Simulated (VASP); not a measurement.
Shape and ions are relaxed at each volume.

Energy against volume of WSi2 (MoSi2 type). Level of theory: LDA (Ceperley-Alder, Perdew-Zunger), VASP's LDA PAW potentials (set 64) (plane waves; VASP).

```csv
V (Å³/atom),E (eV/atom)
12.390,-9.07871
12.785,-9.10918
13.181,-9.11888
13.576,-9.11088
13.972,-9.08784
```

**Question.** Fit a third-order Birch-Murnaghan equation of state.

**Answer.** 
volume per atom: 13.19 Å³/atom
bulk modulus: 238 GPa
pressure derivative of the bulk modulus: 4.38

The compound is WSi2 in the MoSi2 type structure. It was relaxed first.
